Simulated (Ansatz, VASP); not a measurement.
# One calculation of SiPb, two programs

Contents of INCAR:

```
SYSTEM = SiPb
PREC = Accurate
ENCUT = 600
EDIFF = 1E-6
ISMEAR = -1
SIGMA = 0.03
LREAL = .FALSE.
LASPH = .TRUE.
NELM = 100
ALGO = Normal
ISIF = 3
LWAVE = .FALSE.
LCHARG = .FALSE.
GGA = PE
IBRION = 2
NSW = 100
EDIFFG = -0.005
```

The input KPOINTS:

```
Automatic mesh
0
G
  10 10 6
  0 0 0
```

Contents of POSCAR:

```
SiPb
1.0
    4.5558582445      0.0000000000      0.0000000000
   -2.2779291223      3.9454889758      0.0000000000
    0.0000000000      0.0000000000      7.4260489385
Pb Si
2 2
Direct
    0.3333333333      0.6666666667      0.0000000000
    0.6666666667      0.3333333333      0.5000000000
    0.3333333333      0.6666666667      0.3760000000
    0.6666666667      0.3333333333      0.8760000000
```

Input for Ansatz:

```yaml
crystal:
  lattice:
    - [4.5558582445, 0.0, 0.0]
    - [-2.2779291223, 3.9454889758, 0.0]
    - [0.0, 0.0, 7.4260489385]
  atoms:
    - { symbol: Pb, position: [0.3333333333, 0.6666666667, 0.0] }
    - { symbol: Pb, position: [0.6666666667, 0.3333333333, 0.5] }
    - { symbol: Si, position: [0.3333333333, 0.6666666667, 0.376] }
    - { symbol: Si, position: [0.6666666667, 0.3333333333, 0.876] }
kpoints:
  mp_grid: { grid: [10, 10, 6] }
scf:
  occupations: { method: fermi_dirac, width: 0.03 }
hamiltonian:
  xc: pbe
  pseudopotentials: { kind: paw }
output:
  forces: true
  stress: true
relax:
  f_tol: 0.005
  max_steps: 80
  cell: {}
```

Alike in both runs: task relaxation of cell and atoms; functional PBE; k mesh 10 × 10 × 6; occupations fermi-dirac, width 0.03 eV; no spin polarisation.

|  | VASP | Ansatz |
| --- | --- | --- |
| version | VASP 6.6.1 | Ansatz 0.2.0 |
| potentials or method | VASP PAW PBE potentials, release 64 (Pb_d, Si) | PAW with Ansatz's default frozen-core files, scalar-relativistic |
| plane-wave cutoff (eV) | 600 | 420 |
| valence electrons in the cell | 36 | 36 |

|  | VASP | Ansatz | Ansatz less VASP |
| --- | --- | --- | --- |
| relaxed volume (Å³/atom) | 30.91 | 30.91 | -0.004 |
| relaxed cell length with the largest relative difference (Å) | 7.276 | 7.278 | +0.0027 |
| energy change over the relaxation (meV/atom) | -22 | -22 | +0.2 |

Spin-orbit coupling is left out, which matters for the levels of Pb.
